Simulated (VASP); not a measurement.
Data:

```xyz
2
Lattice="0.0000 2.7750 2.7750 2.7750 0.0000 2.7750 2.7750 2.7750 0.0000" Properties=species:S:1:pos:R:3 pbc="T T T"
Ga     0.0000     0.0000     0.0000
As     1.3875     1.3875     1.3875
```

The numbers are results of PBE GGA with D4 dispersion, VASP's PBE PAW potentials (set 64) (plane waves; VASP), not measurements. Run with 520 eV cut-off, 8×8×8 Γ-centred mesh, Gaussian smearing of 0.050 eV, potentials Ga_d As.

Q: What does the run give for the energy per atom (σ→0), pressure, band gap (on the k-mesh) with the smallest direct gap where there is one?

A: 
* **band gap (on the k-mesh)**: 0.95 eV
* **smallest direct gap (on the k-mesh)**: 0.95 eV
* **energy per atom (σ→0)**: -436.4 kJ/mol of atoms
* **pressure**: 4.99 GPa

Total energies compare only between runs with the same potentials, cut-off and functional.

The compound is GaAs in the zinc blende structure. This cell is one point of a volume scan, at 0.94 of the reference volume.
